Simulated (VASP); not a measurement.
Input:

```
CELL_PARAMETERS angstrom
      0.00000     3.24509     3.24509
      3.24509     0.00000     3.24509
      3.24509     3.24509     0.00000
ATOMIC_POSITIONS crystal
  Na 0.26156 0.26156 0.23844
  Na 0.75000 0.75000 0.75000
  S  0.00000 0.00000 0.00000
```

Computed with r2SCAN meta-GGA, VASP's PBE PAW potentials (set 64) (plane waves; VASP 6.6.1). Numerical set-up: 480 eV cut-off, 6×6×6 Γ-centred mesh, Gaussian smearing of 0.050 eV, potentials Na_pv S.

### Question
Which forces act on the atoms, in eV/Å?

### Answer

| atom | Fx | Fy | Fz |
|---|---|---|---|
| Na1 | 0.000 | 0.000 | -0.181 |
| Na2 | 0.000 | 0.000 | 0.058 |
| S3 | 0.000 | 0.000 | 0.123 |

### Question
Give the stress tensor in GPa (positive for a compressed cell).

### Answer

```
 0.22  -0.27   0.00
-0.27   0.22   0.00
 0.00   0.00   0.18
```
The pressure is its mean diagonal, 0.20 GPa.

The compound is Na2S in the antifluorite structure. This cell was strained or had an atom moved on purpose.
